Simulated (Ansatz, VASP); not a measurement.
## Te2Mo in two plane-wave programs

One calculation is typed for both programs; each brings its own data sets. How far apart do they land? The cell is taken from a series of runs on this material, whose earlier steps may have relaxed, scaled, displaced or heated it; both programs get it as it stands.

Main program and level: Ansatz 0.2.0; plane waves, with VASP 6.6.1 beside it; zone-centre phonons at PBE with D3(BJ).

In doubt: the program warns that the response may not be converged on this k-mesh, which bears on the force constants and all frequencies.

## Step 1: Set-up

It takes space group P6_3/mmc (No. 194, hexagonal). The conventional cell has a = 3.462 Å, b = 3.462 Å, c = 13.418 Å, α = 90.00°, β = 90.00°, γ = 120.00°. Nearest to Mo lie 6 Te at 2.70 Å. Nearest to Te lie 3 Mo at 2.70 Å. Farther neighbours and most contacts between anions are not listed.

## Step 2: Ansatz: zone-centre phonons, PBE with D3(BJ)

Ansatz runs on its PAW soft_1 files.

Second derivatives magnify differences that forces hide, and they need a tight electronic threshold.

Contents of input.yaml:

```yaml
crystal:
  lattice:
    - [3.4619047145, 0.0, 0.0]
    - [-1.7309523572, 2.9980974282, 0.0]
    - [0.0, 0.0, 13.4183924051]
  atoms:
    - { symbol: Mo, position: [0.3333333333, 0.6666666667, 0.25] }
    - { symbol: Mo, position: [0.6666666667, 0.3333333333, 0.75] }
    - { symbol: Te, position: [0.3333333333, 0.6666666667, 0.6142409261] }
    - { symbol: Te, position: [0.6666666667, 0.3333333333, 0.1142409261] }
    - { symbol: Te, position: [0.3333333333, 0.6666666667, 0.8857590739] }
    - { symbol: Te, position: [0.6666666667, 0.3333333333, 0.3857590739] }
kpoints:
  mp_grid: { grid: [9, 9, 2] }
hamiltonian:
  xc: pbe
  dispersion: d3bj
  pseudopotentials: { kind: paw, azcp: { folder: soft_1 } }
scf:
  occupations: { method: fixed }
output:
  eigenvalues: true
phonons:
  method: dfpt
  dielectric: true
  rigid_motions: translations
```

Started as:

```sh
ansatz run input.yaml --threads 4 --pin off --max-ram 16384MiB --backend cpu --events-out ev --progress --plain --runs-dir out
```

Numbers of over 12 decimals in the logs are rounded to 6 here.

The program printed:

```text
Engine: ansatz 0.2.0, aarch64-unknown-linux-gnu
Pseudopotentials: kind: paw
Pseudopotential: Mo, paw, valence charge 14, recommended cutoff 420 eV (normal), soft_1/Mo.paw.azcp
Pseudopotential: Te, paw, valence charge 16, recommended cutoff 420 eV (normal), soft_1/Te.paw.azcp
Functional definition: PBE
  parameter kappa = 0.804
  parameter beta = 0.066725
  exchange = pbe_x(kappa = kappa, mu = beta*pi^2/3)
  correlation = pbe_c(beta = beta)
Crystal: 6 atoms, lattice volume = 139.271 Å³
Basis set: ecut = 420 eV, 2739 PW (Γ), exchange–correlation on 48×48×180 points (8 copies of the dense FFT grid, shifted against one another)
Bands: 56, of which v1, the nominal top of the filled ones, is band 46 counted from 1 (45 counted from 0)
Symmetry: 24 space group operations
k-points: 50 of 162 (irreducible under 2 space group operations, time reversal used)
Non-local potential: Mo, projectors of the file, l = 0: 3, l = 1: 2, l = 2: 2, l = 3: 1
Non-local potential: Te, projectors of the file, l = 0: 2, l = 1: 2, l = 2: 2, l = 3: 1
PAW form: soft (Blöchl's): semilocal exchange-correlation on the pseudo side does not see the compensation charge
PAW one-centre angular grid: Mo, 590 points (default); XC on 64 Gauss nodes
PAW one-centre angular grid: Te, 590 points (default); XC on 64 Gauss nodes
Initial density: superposition of atomic densities (chi_scale 0.1, normalization cell, long waves kept (reshape's long-wave potential 0.01 eV rms))
Initial wavefunctions: pseudopotential atomic-orbital guess
Functional: x = pbe(κ = 0.804, μ = 0.219515), c = pbe(β = 0.066725)
SCF iter   1: F=—  HF=-37838.408883 eV  |F-HF|=—  |Δ(HF+E_count)|=         —  Δρ=5.47e-2  dr2=5.75e0  ethr=3.10e-3  ⟨swp⟩=4.9  Hψ=9117  notcnv=0  defer=356
preconditioner: auto → Resta (q_TF=auto, 2.546 Å⁻¹)  ε∞=6.6  [insulator: Δε(μ)=0.530 eV  Ē_g=8.000 eV  n_scr=52 (ndim 8)  ℏωp=18.9 eV  f_vac=0.000  ε∞_Penn≈6.6]
SCF iter   2: F=—  HF=-37837.379223 eV  |F-HF|=—  |Δ(HF+E_count)|=    1.03e0  Δρ=2.07e-2  dr2=2.18e0  ethr=3.10e-3  ⟨swp⟩=3.0  Hψ=4918  notcnv=0  defer=345
SCF iter   3: F=—  HF=-37837.141504 eV  |F-HF|=—  |Δ(HF+E_count)|=   2.38e-1  Δρ=1.41e-2  dr2=3.87e-1  ethr=2.37e-3  ⟨swp⟩=2.0  Hψ=2984  notcnv=0  defer=357
SCF iter   4: F=—  HF=-37837.053311 eV  |F-HF|=—  |Δ(HF+E_count)|=   8.82e-2  Δρ=2.26e-3  dr2=9.40e-3  ethr=4.20e-4  ⟨swp⟩=2.2  Hψ=3740  notcnv=0  defer=383
SCF iter   5: F=—  HF=-37837.053664 eV  |F-HF|=—  |Δ(HF+E_count)|=   3.53e-4  Δρ=6.61e-4  dr2=9.78e-4  ethr=1.02e-5  ⟨swp⟩=2.6  Hψ=3951  notcnv=0  defer=395
SCF iter   6: F=—  HF=-37837.053831 eV  |F-HF|=—  |Δ(HF+E_count)|=   1.67e-4  Δρ=1.92e-4  dr2=9.14e-5  ethr=1.06e-6  ⟨swp⟩=2.0  Hψ=3651  notcnv=0  defer=397
SCF iter   7: F=—  HF=-37837.053861 eV  |F-HF|=—  |Δ(HF+E_count)|=   2.95e-5  Δρ=5.19e-5  dr2=3.89e-6  ethr=9.93e-8  ⟨swp⟩=2.0  Hψ=3520  notcnv=0  defer=272
SCF iter   8: F=—  HF=-37837.053863 eV  |F-HF|=—  |Δ(HF+E_count)|=   1.97e-6  Δρ=1.49e-5  dr2=3.77e-7  ethr=4.23e-9  ⟨swp⟩=2.0  Hψ=4943  notcnv=0  defer=124
SCF iter   9: F=—  HF=-37837.053863 eV  |F-HF|=—  |Δ(HF+E_count)|=   1.69e-7  Δρ=4.69e-6  dr2=2.17e-8  ethr=4.10e-10  ⟨swp⟩=2.0  Hψ=4876  notcnv=0  defer=124
SCF iter  10: F=—  HF=-37837.053863 eV  |F-HF|=—  |Δ(HF+E_count)|=   8.37e-9  Δρ=1.16e-6  dr2=2.23e-9  ethr=2.36e-11  ⟨swp⟩=2.0  Hψ=4875  notcnv=0  defer=124
SCF iter  11: F=-37837.053863 eV  HF=-37837.053863 eV  |F-HF|=1.46e-11  |Δ(HF+E_count)|=  9.46e-10  Δρ=2.27e-7  dr2=7.22e-11  ethr=1.00e-12  ⟨swp⟩=13.5  Hψ=19525  notcnv=0
SCF 1 converged in 11 iterations: F = -37837.053863 eV  dr2 = 7.22e-11
  greatest PAW one-centre occupation: 0.999 electrons in one spin orbital (limit 2), on the Mo atom at site 1 (counted from 0), in its partial waves of l = 0
NSCF: frozen V_eff on 18 k-points
DFPT response loops at Γ: preconditioner auto → Resta (q_TF=auto, 2.546 Å⁻¹)  ε∞=10.8 (no band partly filled); β = 1.00, the filter's whole step (`scf.mixing.beta` (0.50) is not read by the response loops at its default; to damp them type it under 1.00, their step now; it binds the ground state too); Broyden in place of MSR1
── the response to a field inside a basis, on 12×12×4 k-points: an SCF that follows is theirs, and a resumed run solves both again ──
Bands: 47, of which v1, the nominal top of the filled ones, is band 46 counted from 1 (45 counted from 0)
k-points: 84 of 576 (irreducible under 8 space group operations)
Initial density: handed on by an earlier stage of this run
Initial wavefunctions: pseudopotential atomic-orbital guess (no wavefunctions were taken with the density)
Eigensolver: Dense (84 Hₖ)
SCF iter   1: F=—  HF=-37836.655045 eV  |F-HF|=—  |Δ(HF+E_count)|=         —  Δρ=4.26e-4  dr2=1.47e-4  ethr=1.00e-1
preconditioner: auto → Resta (q_TF=auto, 2.546 Å⁻¹)  ε∞=11.2  [insulator: Δε(μ)=0.469 eV  Ē_g=5.923 eV  n_scr=52 (ndim 8)  ℏωp=18.9 eV  f_vac=0.004  ε∞_Penn≈11.2]
SCF iter   2: F=—  HF=-37836.655063 eV  |F-HF|=—  |Δ(HF+E_count)|=   1.83e-5  Δρ=2.47e-4  dr2=6.22e-5  ethr=1.60e-7
SCF iter   3: F=—  HF=-37836.655078 eV  |F-HF|=—  |Δ(HF+E_count)|=   1.46e-5  Δρ=6.25e-5  dr2=7.45e-6  ethr=6.76e-8
SCF iter   4: F=—  HF=-37836.655078 eV  |F-HF|=—  |Δ(HF+E_count)|=   1.84e-7  Δρ=2.93e-5  dr2=3.96e-6  ethr=8.10e-9
SCF iter   5: F=—  HF=-37836.655078 eV  |F-HF|=—  |Δ(HF+E_count)|=   3.34e-7  Δρ=9.26e-6  dr2=1.44e-7  ethr=4.31e-9
SCF iter   6: F=-37836.655078 eV  HF=-37836.655078 eV  |F-HF|=3.07e-9  |Δ(HF+E_count)|=   6.53e-8  Δρ=2.71e-6  dr2=2.06e-8  ethr=1.56e-10
SCF 1 converged in 6 iterations: F = -37836.655078 eV  dr2 = 2.06e-8
DFPT response loops at Γ: preconditioner auto → Resta (q_TF=auto, 2.546 Å⁻¹)  ε∞=11.3 (no band partly filled); β = 1.00, the filter's whole step (`scf.mixing.beta` (0.50) is not read by the response loops at its default; to damp them type it under 1.00, their step now; it binds the ground state too); Broyden in place of MSR1
WARN: field response: ε∞ stands inside a basis, on 12×12×4 points; the force constants stand on the 9×9×2 k-mesh, whose period is 11.06 times the interband length at k = (0.3333, 0.3333, 0.0000), direct gap 0.851 eV, under 14: take them and everything formed from them as unconverged, and compare with a denser kpoints.mp_grid
SCF converged after 11 iterations
Free energy (F): -37837.053863 eV
Harris-Foulkes:  -37837.053863 eV  (|F-HF|=1.46e-11)
Internal energy: -37837.053863 eV  (E = F + TS)
E sigma→0 (E₀):  -37837.053863 eV
Fermi energy:    13.926979 eV
--- Per-component energies (eV) ---
  E_band       = -1029.574620
  E_kinetic    = 1541.292591
  E_local      = -7964.207692  (includes V_loc(G=0)·N_el)
  E_nonlocal   = 565.528137
  E_hartree    = 3793.809290
  E_xc         = -844.892984
  E_vxc        = -850.925292  (∫ρ·V_xc dr)
  E_paw        = -25112.452513  (= ΣΔE_a)
  E_vpaw       = -1908.881699  (= ΣTr[D̂ρ^β])
  E_aug_tail   = 0.000472  (compensation charges beyond the density's cutoff)
  E_ewald      = -9812.668007
  E_disp       = -3.463156  (pairwise vdW)
  E_smearing   = -0.000000  (= −TS)
  E_closure    = 0.000000  (closes the sum)
  Σ components = -37837.053863   (vs F -37837.053863, Δ=0.00e0)
--- Band table (eV; the first three rows and the last of 50) ---
  k-point 0: bands = [... 42 lower, 12.8554, 12.8554, 13.8520, 13.8852, 16.7547, 16.7547, 16.9243, 16.9243, ... 6 higher]
  k-point 1: bands = [... 42 lower, 12.8239, 12.8239, 13.8786, 13.8786, 16.7941, 16.7941, 16.7941, 16.7941, ... 6 higher]
  k-point 2: bands = [... 42 lower, 12.6336, 12.7724, 13.6422, 13.9270, 16.2187, 16.2586, 16.3680, 16.4513, ... 6 higher]
  k-point 49: bands = [... 42 lower, 12.1933, 12.1933, 13.1913, 13.1913, 14.8408, 14.8408, 15.5103, 15.5103, ... 6 higher]
--- Phonons (Γ-DFPT): 4 representative perturbations + reference, on 50 of 162 k-points (Σ response iterations 14) ---
  k mesh reduced under 2 symmetry operations, with k and −k counted as one. Each operation leaves every solved perturbation unchanged. A smaller set is not considered because the run solves the response to a homogeneous field
  ASR residual: 6.368e-5 → 0.000e0 eV/Å²; symmetrization residual: 4.114e-5 eV/Å²
  pairwise dispersion correction: d3bj (s6 = 1.0, s8 = 0.7875, a1 = 0.4289, a2_bohr = 4.4407), with the weights of each atom's references fixed at the reference crystal's, and the forces and stress that the weights' published response gives there kept as a pressure on the atom's counted neighbours (hamiltonian.dispersion)
  ASR residual per site (eV/Å²): 5.14e-5 5.14e-5 6.37e-5 6.37e-5 6.37e-5 6.37e-5
  Γ frequencies (cm⁻¹): 0.00 0.00 0.00 37.37 37.37 57.65 117.79 117.79 121.98 121.98 172.24 182.45 237.06 237.06 237.11 237.11 286.79 294.73
  ε∞ (high-frequency dielectric tensor):
       21.195524    -0.000000     0.000000
       -0.000000    21.195524     0.000000
        0.000000     0.000000    15.149563
  ε⁰ (static dielectric tensor: ions relaxed, cell fixed):
       23.131255    -0.000000     0.000000
       -0.000000    23.131255    -0.000000
        0.000000    -0.000000    15.648815
  ε⁰ − ε∞ (ionic part):
        1.935731     0.000000     0.000000
        0.000000     1.935731    -0.000000
        0.000000    -0.000000     0.499252
  softest optical mode at Γ: 37.37 cm⁻¹; the repairs (sum rule, projections) moved no ω² at Γ by more than (1.50 cm⁻¹)²
  Born effective charges Z* (e; rows j = field, columns β = displacement):
    site 0:
        -3.27649    0.00000    0.00000
         0.00000   -3.27649    0.00000
        -0.00000    0.00000   -2.01297
    site 1:
        -3.27649    0.00000    0.00000
         0.00000   -3.27649    0.00000
        -0.00000    0.00000   -2.01297
    site 2:
         1.63825   -0.00000    0.00000
        -0.00000    1.63825    0.00000
        -0.00000    0.00000    1.00649
    site 3:
         1.63825   -0.00000   -0.00000
        -0.00000    1.63825   -0.00000
         0.00000   -0.00000    1.00649
    site 4:
         1.63825   -0.00000    0.00000
        -0.00000    1.63825   -0.00000
         0.00000   -0.00000    1.00649
    site 5:
[...]
Z* charge neutrality: 5.328e-3 e pre-enforcement
  solved inside a basis spanned on kpoints, on 12×12×4 k-points, its susceptibility summed on 14×14×4: ε∞ is read to err by 1.1e-1, Z* by 2.6e-2 e (field_mesh: kpoints solves on kpoints); Z* is corrected for what the basis lacks
  optical modes at Γ without the LO–TO term, one row a degenerate level:
      ω (cm⁻¹)  modes    IR ((D/Å)²/amu)
[...]
optical modes at Γ + LO–TO along q̂ = [1.0000, 0.0000, 0.0000]:
      ω (cm⁻¹)  modes    IR ((D/Å)²/amu)
[...]
optical modes at Γ + LO–TO along q̂ = [0.0000, 1.0000, 0.0000]:
      ω (cm⁻¹)  modes    IR ((D/Å)²/amu)
[...]
optical modes at Γ + LO–TO along q̂ = [0.0000, 0.0000, 1.0000]:
      ω (cm⁻¹)  modes    IR ((D/Å)²/amu)
[...]
117.79      2             0.0000
        121.98      2             0.0000
        172.24      1             0.0000
        182.45      1             0.0000
        237.06      2            14.2072
        237.11      2             0.0000
        291.47      1             2.6812
        294.73      1             0.0000
```

[end of part 1 of 2]

[Lines on the potential files, build, host, timing and source positions are cut from VASP's logs without a mark.]

[Logs are printed without paths, hosts, clocks, repeated set-up lines and the standing remarks that a program may print on its own settings, such as how far it seeks lower states.]

[Hosts, paths, dates, database ids (printed as entryN), source tags and the programs' standing remarks are cut or masked in the printed files.]
